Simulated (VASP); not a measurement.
# AlN: input slips in a band-gap run and what they do

Aim: see how common mistakes in a band-structure run show up, on AlN. The starting structure is a computed structure from the Materials Project. Cell and atoms stay as given unless a step says otherwise.

Calculated with VASP 6.6.1; Kohn-Sham DFT with plane waves and PAW; LDA.

## 1. The starting structure

It takes space group F-43m (No. 216, cubic). The conventional cell has a = 4.368 Å, b = 4.368 Å, c = 4.368 Å, α = 90.00°, β = 90.00°, γ = 90.00°. Nearest to Al lie 4 N at 1.89 Å. Nearest to N lie 4 Al at 1.89 Å. Farther neighbours and most contacts between anions are not listed.

## 2. Reference bands

The input, INCAR:

```
SYSTEM = AlN
PREC = Accurate
ENCUT = 460
EDIFF = 1E-06
NELM = 100
ISMEAR = 0
SIGMA = 0.03
LREAL = .FALSE.
ALGO = Normal
GGA = CA
NBANDS = 16
LORBIT = 11
LWAVE = .FALSE.
LCHARG = .FALSE.
KPAR = 4
```

The input, POSCAR:

```
AlN
1.0
    0.0000000000      2.1839935596      2.1839935596
    2.1839935596      0.0000000000      2.1839935596
    2.1839935596      2.1839935596      0.0000000000
Al N
1 1
Direct
    0.0000000000      0.0000000000      0.0000000000
    0.2500000000      0.2500000000      0.2500000000
```

The input, KPOINTS:

```
Automatic mesh
0
Gamma
8 8 8
0 0 0
```

The input, KPOINTS_OPT:

```
Line mode
10
Line-mode
Reciprocal
  0.00000000   0.00000000   0.00000000 GAMMA
  0.50000000   0.00000000   0.50000000 X

  0.50000000   0.00000000   0.50000000 X
  0.50000000   0.25000000   0.75000000 W

  0.50000000   0.25000000   0.75000000 W
  0.37500000   0.37500000   0.75000000 K

  0.37500000   0.37500000   0.75000000 K
  0.00000000   0.00000000   0.00000000 GAMMA

  0.00000000   0.00000000   0.00000000 GAMMA
  0.50000000   0.50000000   0.50000000 L

  0.50000000   0.50000000   0.50000000 L
  0.62500000   0.25000000   0.62500000 U

  0.62500000   0.25000000   0.62500000 U
  0.50000000   0.25000000   0.75000000 W

  0.50000000   0.25000000   0.75000000 W
  0.50000000   0.50000000   0.50000000 L

  0.50000000   0.50000000   0.50000000 L
  0.37500000   0.37500000   0.75000000 K

  0.62500000   0.25000000   0.62500000 U
  0.50000000   0.00000000   0.50000000 X
```

The projector-augmented-wave data sets are Al and N (LDA family, release 64).

Launch:

```bash
mpirun -np 4 vasp_std
```

Log:

```text
[banner, memory and clock lines left out]
running    4 mpi-ranks, on    1 nodes
 distrk:  each k-point on    1 cores,    4 groups
 distr:  one band on    1 cores,    1 groups

 POSCAR found type information on POSCAR AlN
 POSCAR found :  2 types and       2 ions
 LDA part: xc-table for (Slater(with rela. corr.)+CA(PZ))
 , standard interpolation
 POSCAR, INCAR and KPOINTS ok, starting setup
 FFT: planning ... GRIDC
 FFT: planning ... GRID_SOFT
 FFT: planning ... GRID
 WAVECAR not read
 entering main loop
       N       E                     dE             d eps       ncg     rms          rms(c)
DAV:   1     0.710678708463E+01    0.71068E+01   -0.33869E+03   944   0.372E+02
DAV:   2    -0.182841705881E+02   -0.25391E+02   -0.24473E+02  1248   0.101E+02
DAV:   3    -0.188965813147E+02   -0.61241E+00   -0.61192E+00  1096   0.130E+01
DAV:   4    -0.188990518488E+02   -0.24705E-02   -0.24705E-02  1280   0.100E+00
DAV:   5    -0.188990700088E+02   -0.18160E-04   -0.18160E-04  1104   0.775E-02    0.865E+00
DAV:   6    -0.164413471115E+02    0.24577E+01   -0.10425E+01  1080   0.120E+01    0.288E+00
DAV:   7    -0.164052956646E+02    0.36051E-01   -0.14768E-01  1208   0.208E+00    0.203E+00
DAV:   8    -0.163765292116E+02    0.28766E-01   -0.39823E-02  1088   0.130E+00    0.601E-01
DAV:   9    -0.163746063343E+02    0.19229E-02   -0.46580E-03  1208   0.328E-01    0.220E-01
DAV:  10    -0.163746073222E+02   -0.98786E-06   -0.29054E-04  1144   0.968E-02    0.814E-02
DAV:  11    -0.163745961171E+02    0.11205E-04   -0.98254E-06  1144   0.198E-02    0.168E-02
DAV:  12    -0.163745959807E+02    0.13637E-06   -0.24977E-07   760   0.278E-03
   1 F= -.16374596E+02 E0= -.16374596E+02  d E =-.117617E-25
 Start KPOINTS_OPT (optional k-point list driver)
k-point batch [1-29\100]
       N       E                     dE             ncg
DAV:   1     0.819792138657E+03   -0.80797E+04      944
DAV:   2     0.159970567639E+03   -0.65982E+03     1296
DAV:   3     0.143983181723E+03   -0.15987E+02     1120
DAV:   4     0.143909206886E+03   -0.73975E-01     1232
DAV:   5     0.143908567133E+03   -0.63975E-03     1168
DAV:   6     0.143908560634E+03   -0.64991E-05     1176
DAV:   7     0.143908560563E+03   -0.70172E-07      952
[...]
k-point batch [88-100\100]
       N       E                     dE             ncg
DAV:   1     0.586101601364E+04   -0.44251E+04      424
DAV:   2     0.557306652167E+04   -0.28795E+03      576
DAV:   3     0.556689011441E+04   -0.61764E+01      504
DAV:   4     0.556686108459E+04   -0.29030E-01      584
DAV:   5     0.556686083261E+04   -0.25198E-03      496
DAV:   6     0.556686083009E+04   -0.25258E-05      552
DAV:   7     0.556686083006E+04   -0.24024E-07      432
```

The job ended after 3.6 s (4 MPI ranks of AMD EPYC 9R45, shared host; peak memory 0.41 GiB).

The logs omit lines about the potential files and the build; timing stands in the text.

From OUTCAR (step 2):

```text
ion  position               nearest neighbor table
   1  0.000  0.000  0.000-   2 1.89   2 1.89   2 1.89   2 1.89
   2  0.250  0.250  0.250-   1 1.89   1 1.89   1 1.89   1 1.89

  LATTYP: Found a face centered cubic cell.
 ALAT       =     4.3679871192

 Subroutine GETGRP returns: Found 24 space group operations
 (whereof 24 operations were pure point group operations)

The static configuration has the point symmetry T_d .

 Found     29 irreducible k-points:

   k-points           NKPTS =     29   k-points in BZ     NKDIM =     29   number of bands    NBANDS=     16

   dimension x,y,z NGX =    24 NGY =   24 NGZ =   24
   dimension x,y,z NGXF=    48 NGYF=   48 NGZF=   48

   ENCUT  =  460.0 eV  33.81 Ry    5.81 a.u.   5.40  5.40  5.40*2*pi/ulx,y,z

   NELECT =       8.0000    total number of electrons

 k-points in reciprocal lattice and weights: Automatic mesh
   0.00000000  0.00000000  0.00000000       0.002
   0.12500000  0.00000000  0.00000000       0.016
   0.25000000  0.00000000  0.00000000       0.016
   0.37500000  0.00000000  0.00000000       0.016
   0.50000000  0.00000000  0.00000000       0.008
   0.12500000  0.12500000  0.00000000       0.012
   0.25000000  0.12500000  0.00000000       0.047
   0.37500000  0.12500000  0.00000000       0.047
   0.50000000  0.12500000  0.00000000       0.047
[...]
-0.37500000  0.50000000  0.12500000       0.023
  -0.25000000  0.50000000  0.25000000       0.012

 average (electrostatic) potential at core
       1 -69.9072       2 -59.9106

 E-fermi :   5.9226

 k-point     1 :       0.0000    0.0000    0.0000
  band No.  band energies     occupation
      1      -9.1148      2.00000
      2       5.7094      2.00000
      3       5.7094      2.00000
      4       5.7094      2.00000
      5       9.9424      0.00000
      6      18.0425      0.00000
      7      18.0425      0.00000
      8      18.0425      0.00000
      9      23.2329      0.00000
    ...

 k-point     2 :       0.1250    0.0000    0.0000
  band No.  band energies     occupation
      1      -8.8831      2.00000
      2       4.5339      2.00000
      3       5.6280      2.00000
      4       5.6280      2.00000
      5      10.8604      0.00000
      6      17.4812      0.00000
      7      18.2148      0.00000
      8      18.2148      0.00000
      9      21.6972      0.00000
    ...

 k-point     3 :       0.2500    0.0000    0.0000
  band No.  band energies     occupation
      1      -8.2433      2.00000
      2       2.4436      2.00000
      3       5.4487      2.00000
      4       5.4487      2.00000
      5      12.1332      0.00000
      6      16.5023      0.00000
      7      17.8320      0.00000
      8      17.8320      0.00000
      9      21.7976      0.00000
    ...

  Total       -0.4724448     -0.4724448     -0.4724448     -0.0000000     -0.0000000     -0.0000000
  in kB      -36.3310171    -36.3310171    -36.3310171     -0.0000000     -0.0000000     -0.0000000
  external PRESSURE =     -36.3310171 kB  Pullay stress =       0.0000000 kB

  energy-cutoff  :      460.00
  volume of cell :       20.83
      direct lattice vectors                 reciprocal lattice vectors
     0.000000000  2.183993560  2.183993560    -0.228938404  0.228938404  0.228938404
     2.183993560  0.000000000  2.183993560     0.228938404 -0.228938404  0.228938404
     2.183993560  2.183993560  0.000000000     0.228938404  0.228938404 -0.228938404

 POSITION                                       TOTAL-FORCE (eV/Angst)
 -----------------------------------------------------------------------------------
      0.00000      0.00000      0.00000        -0.000000     -0.000000     -0.000000
      1.09200      1.09200      1.09200         0.000000      0.000000      0.000000
 -----------------------------------------------------------------------------------
    total drift:                               -0.000000     -0.000000     -0.000000

  FREE ENERGIE OF THE ION-ELECTRON SYSTEM (eV)
  ---------------------------------------------------
  free  energy   TOTEN  =       -16.3745959807 eV

  energy  without entropy=      -16.3745959807  energy(sigma->0) =      -16.37459598

 total charge
# of ion       s       p       d       tot
------------------------------------------
    1        0.377   0.457   0.000   0.834
    2        1.215   2.605   0.000   3.819
--------------------------------------------------
tot          1.592   3.061   0.000   4.653

[... 3 further parts left out ...]
```

At this level the cell is under a tension of 3.6 GPa, so at these settings it is away from equilibrium.

The reference gap is 3.222 eV.

## 3. Bands with a fixed density without a density file

A slip made on purpose: a fixed density without a density file. Against step 2 the input has ICHARG = 11 (also changed: NELM).

Changes to INCAR since step 2:

```diff
@@ -4,3 +4,3 @@
 EDIFF = 1E-06
-NELM = 100
+NELM = 60
 ISMEAR = 0
@@ -15 +15,2 @@
 KPAR = 4
+ICHARG = 11
```

POSCAR is that of step 2.

KPOINTS is that of step 2.

KPOINTS_OPT is that of step 2.

Launch:

```bash
mpirun -np 4 vasp_std
```

Log:

```text
[banner, memory and clock lines left out]
running    4 mpi-ranks, on    1 nodes
[...]
LDA part: xc-table for (Slater(with rela. corr.)+CA(PZ))
 , standard interpolation
 POSCAR, INCAR and KPOINTS ok, starting setup
[...]
WARNING: CHGCAR is incomplete
|                                                                             |
|     EEEEEEE  RRRRRR   RRRRRR   OOOOOOO  RRRRRR      ###     ###     ###     |
|     E        R     R  R     R  O     O  R     R     ###     ###     ###     |
|     E        R     R  R     R  O     O  R     R     ###     ###     ###     |
|     EEEEE    RRRRRR   RRRRRR   O     O  RRRRRR       #       #       #      |
|     E        R   R    R   R    O     O  R   R                               |
|     E        R    R   R    R   O     O  R    R      ###     ###     ###     |
|     EEEEEEE  R     R  R     R  OOOOOOO  R     R     ###     ###     ###     |
|                                                                             |
|     ERROR: charge density could not be read from file CHGCAR for            |
|     ICHARG>10                                                               |
|                                                                             |
|       ---->  I REFUSE TO CONTINUE WITH THIS SICK JOB ... BYE!!! <----       |
|                                                                             |

1
1
1
1
```

Wall time 3.6 s (4 MPI ranks).

VASP stopped with this message: “ERROR: charge density could not be read from file CHGCAR for ICHARG>10”.

## 4. Bands with no empty bands

A slip made on purpose: no empty bands. Against step 2 the input has NBANDS = 4 and no band path (also changed: NELM).

Changes to INCAR since step 3:

```diff
@@ -10,3 +10,3 @@
 GGA = CA
-NBANDS = 16
+NBANDS = 4
 LORBIT = 11
@@ -15,2 +15 @@
 KPAR = 4
-ICHARG = 11
```

POSCAR is that of step 3.

KPOINTS is that of step 3.

Launch:

```bash
mpirun -np 4 vasp_std
```

Log:

```text
[... set-up lines as in an earlier step ...]
 entering main loop
       N       E                     dE             d eps       ncg     rms          rms(c)
DAV:   1     0.278801863321E+02    0.27880E+02   -0.36180E+03   256   0.150E+03
DAV:   2    -0.171689466464E+02   -0.45049E+02   -0.45049E+02   356   0.268E+02
DAV:   3    -0.188666997302E+02   -0.16978E+01   -0.16978E+01   256   0.616E+01
DAV:   4    -0.188980946950E+02   -0.31395E-01   -0.31395E-01   244   0.737E+00
[...]
DAV:   9    -0.163745717939E+02    0.11961E-03   -0.35338E-04   236   0.381E-01    0.149E-01
DAV:  10    -0.163745962428E+02   -0.24449E-04   -0.25246E-05   232   0.111E-01    0.213E-02
DAV:  11    -0.163745959141E+02    0.32877E-06   -0.23774E-06   120   0.310E-02
 -----------------------------------------------------------------------------
|                                                                             |
|           W    W    AA    RRRRR   N    N  II  N    N   GGGG   !!!           |
|           W    W   A  A   R    R  NN   N  II  NN   N  G    G  !!!           |
|           W    W  A    A  R    R  N N  N  II  N N  N  G       !!!           |
|           W WW W  AAAAAA  RRRRR   N  N N  II  N  N N  G  GGG   !            |
|           WW  WW  A    A  R   R   N   NN  II  N   NN  G    G                |
|           W    W  A    A  R    R  N    N  II  N    N   GGGG   !!!           |
|                                                                             |
|     Your highest band is occupied at some k-points! Unless you are          |
|     performing a calculation for an insulator or semiconductor, without     |
|     unoccupied bands, you have included TOO FEW BANDS!! Please increase     |
|     the parameter NBANDS in file INCAR to ensure that the highest band      |
|     is unoccupied at all k-points. It is always recommended to include      |
|     a few unoccupied bands to accelerate the convergence of                 |
|     molecular-dynamics runs (even for insulators or semiconductors),        |
|     since the presence of unoccupied bands improves wavefunction            |
|     prediction and helps to suppress 'band-crossings'.                      |
|                                                                             |
 -----------------------------------------------------------------------------

   1 F= -.16374596E+02 E0= -.16374596E+02  d E =-.409074E-14
```

Elapsed: 1 s, on 4 MPI ranks; peak memory 0.35 GiB; 1.8 s of CPU time.

OUTCAR, selected parts (step 4):

```text
  Total       -0.4690431     -0.4690431     -0.4690431     -0.0000000      0.0000000     -0.0000000
  in kB      -36.0694285    -36.0694285    -36.0694285     -0.0000000      0.0000000     -0.0000000
  external PRESSURE =     -36.0694285 kB  Pullay stress =       0.0000000 kB

  FREE ENERGIE OF THE ION-ELECTRON SYSTEM (eV)
  ---------------------------------------------------
  free  energy   TOTEN  =       -16.3745959141 eV

  energy  without entropy=      -16.3745959141  energy(sigma->0) =      -16.37459591

[... 2 parts as in an earlier step ...]

[... 2 further parts left out ...]
[key lines of the parts left out:]
E-fermi :   5.8560
```

The run converges, yet it holds no empty band, so no gap can be read from it.

## 5. Bands with one electron missing

A slip made on purpose: one electron missing. Against step 2 the input has NELECT = 7 (also changed: NELM).

Changes to INCAR since step 4:

```diff
@@ -10,3 +10,3 @@
 GGA = CA
-NBANDS = 4
+NBANDS = 16
 LORBIT = 11
@@ -15 +15,2 @@
 KPAR = 4
+NELECT = 7
```

POSCAR is that of step 4.

KPOINTS is that of step 4.

KPOINTS_OPT is that of step 3.

Launch:

```bash
mpirun -np 4 vasp_std
```

Log:

```text
[... set-up lines as in an earlier step ...]
 entering main loop
       N       E                     dE             d eps       ncg     rms          rms(c)
DAV:   1    -0.290515240813E+00   -0.29052E+00   -0.26236E+03   944   0.290E+02
DAV:   2    -0.207714105388E+02   -0.20481E+02   -0.19666E+02  1248   0.867E+01
DAV:   3    -0.212875869020E+02   -0.51618E+00   -0.51441E+00  1096   0.113E+01
DAV:   4    -0.212897383783E+02   -0.21515E-02   -0.21514E-02  1280   0.879E-01
DAV:   5    -0.212897539592E+02   -0.15581E-04   -0.15581E-04  1104   0.675E-02BRMIX: very serious problems
 the old and the new charge density differ
 old charge density:     8.00000 new    7.00000
BRMIX: very serious problems
 the old and the new charge density differ
 old charge density:     8.00000 new    7.00000
BRMIX: very serious problems
 the old and the new charge density differ
 old charge density:     8.00000 new    7.00000
BRMIX: very serious problems
 the old and the new charge density differ
 old charge density:     8.00000 new    7.00000
    0.504E+00
[...]
DAV:  11    -0.211930042040E+02    0.84097E-04   -0.12323E-04  1240   0.375E-02    0.400E-02
DAV:  12    -0.211929735219E+02    0.30682E-04   -0.16447E-04  1096   0.480E-02    0.116E-02
DAV:  13    -0.211929735608E+02   -0.38916E-07   -0.16326E-06  1024   0.663E-03
   1 F= -.21192974E+02 E0= -.21192277E+02  d E =-.139230E-02
 Start KPOINTS_OPT (optional k-point list driver)
k-point batch [1-29\100]
       N       E                     dE             ncg
DAV:   1     0.392972332868E+03   -0.68249E+04      944
DAV:   2    -0.133491754277E+03   -0.52646E+03     1280
DAV:   3    -0.146322417476E+03   -0.12831E+02     1112
DAV:   4    -0.146386796881E+03   -0.64379E-01     1232
DAV:   5    -0.146387363537E+03   -0.56666E-03     1144
DAV:   6    -0.146387369678E+03   -0.61411E-05     1192
DAV:   7    -0.146387369739E+03   -0.60784E-07      960
[...]
k-point batch [88-100\100]
       N       E                     dE             ncg
DAV:   1     0.463046669212E+04   -0.37032E+04      432
DAV:   2     0.440324932178E+04   -0.22722E+03      576
DAV:   3     0.439841361464E+04   -0.48357E+01      504
DAV:   4     0.439839007254E+04   -0.23542E-01      584
DAV:   5     0.439838985863E+04   -0.21391E-03      496
DAV:   6     0.439838985639E+04   -0.22368E-05      592
DAV:   7     0.439838985637E+04   -0.22142E-07      376
```

The job ended after 3.6 s (4 MPI ranks; peak memory 0.42 GiB; 13 s of CPU time).

(Continued in part 2 of 2.)

[Lines on the potential files, build, host, timing and source positions are cut from VASP's logs without a mark.]

[Logs are printed without paths, hosts, clocks, repeated set-up lines and the standing remarks that a program may print on its own settings, such as how far it seeks lower states.]

[Hosts, paths, dates, database ids (printed as entryN), source tags and the programs' standing remarks are cut or masked in the printed files.]
